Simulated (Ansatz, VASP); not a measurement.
**Al2C3 in VASP and in Ansatz**

```
CELL_PARAMETERS angstrom
3.90842 0.00000 0.00000
0.00000 3.90842 0.00000
0.00000 0.00000 3.90842
ATOMIC_POSITIONS crystal
Al 0.50000 0.50000 0.50000
Al 0.00000 0.00000 0.00000
C 0.00000 0.50000 0.50000
C 0.50000 0.00000 0.50000
C 0.50000 0.50000 0.00000
```

Alike in both runs: functional PBE; k mesh 4 × 4 × 4; occupations gaussian, width 0.1 eV; no spin polarisation.

Ansatz relaxed the structure, and its values are those at the end. VASP's run is a single point on that final structure, the one shown.

```csv
,VASP,Ansatz
version,VASP 6.6.1,Ansatz 0.2.0
potentials or method,"VASP PAW PBE potentials, release 64 (Al, C)","scalar-relativistic, plane waves, PAW"
plane-wave cutoff (eV),520,420
valence electrons in the cell,18,18
```

|  | VASP | Ansatz | Ansatz less VASP |
| --- | --- | --- | --- |
| gap on the k mesh at the Fermi level (eV) | none | none | - |
| pressure (GPa) | -0.3 | -0.2 | +0.03 |

A gap of «none» marks a metal or a gap that the smearing closes.

Caveats: the k mesh is coarse (spacing up to 0.40 Å⁻¹), so the values aren't converged.
